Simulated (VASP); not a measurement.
Computed with PW91 GGA, VASP's PBE PAW potentials (set 64) (plane waves; VASP).

A VASP calculation is set up with these files.

INCAR:
```
! general
SYSTEM  = Zr
PREC    = Accurate
ENCUT   = 520
LREAL   = F
LASPH   = T

! electronic loop
EDIFF   = 1E-7   ! SCF stop (eV)
NELM    = 100
ALGO    = Normal
LMAXMIX = 4

! smearing
ISMEAR  = -5   ! tetrahedra, Bloechl

! functional
GGA     = 91   ! PW91

! ions
ISIF    = 2

! output
LWAVE   = F
LCHARG  = T
LORBIT  = 11
NEDOS   = 601   ! DOS grid
```

File KPOINTS:
```
Automatic
0
gamma
  15 15 8
0 0 0
```

File POSCAR:
```
Zr
3.2240970
  0.4999999404  -0.8660252839   0.0000000000
  0.4999999404   0.8660252839   0.0000000000
  0.0000000000   0.0000000000   1.6079463807
Zr
2
Cartesian
  0.4999999404   0.2886756720   0.4019865952
  0.4999999404  -0.2886756720   1.2059597855
```

POTCAR, in this order: Zr_sv (PBE.64 set). Program: vasp_std.

The resulting files:

File OSZICAR:
```
       N       E                     dE             d eps       ncg     rms          rms(c)
DAV:   1     0.220591885286E+03    0.22059E+03   -0.13649E+04  4320   0.149E+03
DAV:   2    -0.314752959625E+01   -0.22374E+03   -0.22197E+03  5408   0.416E+02
DAV:   3    -0.174386627085E+02   -0.14291E+02   -0.14236E+02  8176   0.791E+01
DAV:   4    -0.177091257190E+02   -0.27046E+00   -0.27029E+00  4672   0.119E+01
DAV:   5    -0.177171696774E+02   -0.80440E-02   -0.80410E-02  6832   0.139E+00    0.144E+01
DAV:   6    -0.170985328875E+02    0.61864E+00   -0.99110E-01  4488   0.875E+00    0.563E+00
DAV:   7    -0.169798292768E+02    0.11870E+00   -0.63048E-01  6328   0.605E+00    0.111E+00
DAV:   8    -0.169847970429E+02   -0.49678E-02   -0.36174E-02  5656   0.160E+00    0.300E-01
DAV:   9    -0.169850844325E+02   -0.28739E-03   -0.19063E-03  5128   0.468E-01    0.353E-02
DAV:  10    -0.169850426383E+02    0.41794E-04   -0.56294E-05  6480   0.497E-02    0.232E-02
DAV:  11    -0.169850386455E+02    0.39928E-05   -0.10168E-05  4648   0.401E-02    0.369E-03
DAV:  12    -0.169850389737E+02   -0.32818E-06   -0.33447E-07  5096   0.452E-03    0.277E-03
DAV:  13    -0.169850388658E+02    0.10791E-06   -0.49870E-08  2840   0.239E-03    0.923E-04
DAV:  14    -0.169850388637E+02    0.20777E-08   -0.13552E-08  2944   0.135E-03
   1 F= -.16985039E+02 E0= -.16985039E+02  d E =0.000000E+00
```

### OUTCAR
```
------------------------ aborting loop because EDIFF is reached ----------------------------------------
  FORCE on cell =-STRESS in cart. coord.  units (eV):
  Direction    XX          YY          ZZ          XY          YZ          ZX
  --------------------------------------------------------------------------------------
  Total        0.0159835      0.0159835     -0.0427559      0.0000000      0.0000000     -0.0000000
  in kB        0.5487255      0.5487255     -1.4678454      0.0000000      0.0000000     -0.0000000
  external PRESSURE =      -0.1234648 kB  Pullay stress =       0.0000000 kB
  volume of cell :       46.67
      direct lattice vectors                 reciprocal lattice vectors
     1.612048308 -2.792149520  0.000000000     0.310164402 -0.179073505  0.000000000
     1.612048308  2.792149520  0.000000000     0.310164402  0.179073505  0.000000000
     0.000000000  0.000000000  5.184175102     0.000000000  0.000000000  0.192894719
 POSITION                                       TOTAL-FORCE (eV/Angst)
 -----------------------------------------------------------------------------------
      1.61205      0.93072      1.29604        -0.000000      0.000000      0.000000
      1.61205     -0.93072      3.88813         0.000000     -0.000000      0.000000
 -----------------------------------------------------------------------------------
    total drift:                                0.000000      0.001129     -0.000019
  FREE ENERGIE OF THE ION-ELECTRON SYSTEM (eV)
  ---------------------------------------------------
  free  energy   TOTEN  =       -16.9850388637 eV

  energy  without entropy=      -16.9850388637  energy(sigma->0) =      -16.98503886

 total charge

# of ion       s       p       d       tot
------------------------------------------
    1        2.233   5.957   1.637   9.827
    2        2.233   5.957   1.637   9.827
--------------------------------------------------
tot          4.465  11.914   3.274  19.653
```
(Selected blocks of OUTCAR.)

**OUTCAR**
```
 val. band max:        8.9709451928   @ k =   0.2667   0.2000   0.5000

 cond. band min:       8.9295186922   @ k =   0.2000   0.2000   0.5000


 Fermi energy:         8.9697616177

 k-point     1 :       0.0000    0.0000    0.0000
  band No.  band energies     occupation
      1     -39.7722      2.00000
      2     -39.6227      2.00000
      3     -18.3809      2.00000
      4     -17.5101      2.00000
      5     -17.5101      2.00000
      6     -17.3963      2.00000
      7     -17.3758      2.00000
      8     -17.3758      2.00000
      9       3.3331      2.00000
     10       5.9185      2.00000
     11       9.7999      0.00000
     12       9.7999      0.00000
     13       9.8491      0.00000
     14      10.0782      0.00000
     15      10.4652      0.00000
     16      10.4652      0.00000

 k-point     2 :       0.0667   -0.0000    0.0000
  band No.  band energies     occupation
      1     -39.7670      2.00000
      2     -39.6204      2.00000
      3     -18.3673      2.00000
      4     -17.5411      2.00000
      5     -17.5201      2.00000
      6     -17.4080      2.00000
      7     -17.4018      2.00000
      8     -17.3800      2.00000
      9       3.4588      2.00000
     10       6.0349      2.00000
     11       9.4501     -0.00075
     12       9.8231      0.00000
     13       9.9160      0.00000
     14      10.1290      0.00000
     15      10.3569      0.00000
     16      10.5745      0.00000

 k-point     3 :       0.1333   -0.0000    0.0000
  band No.  band energies     occupation
      1     -39.7522      2.00000
      2     -39.6140      2.00000
      3     -18.3278      2.00000
      4     -17.6287      2.00000
      5     -17.5478      2.00000
      6     -17.4974      2.00000
      7     -17.4184      2.00000
      8     -17.3924      2.00000
      9       3.8204      2.00000
     10       6.3525      2.00000
     11       9.0017      0.96425
     12       9.2169      0.19254
     13      10.0441      0.00000
...
```

For a metal the tetrahedron method with Blöchl corrections gives inexact stress and forces.

The compound is Zr in the hcp structure. It was relaxed first.
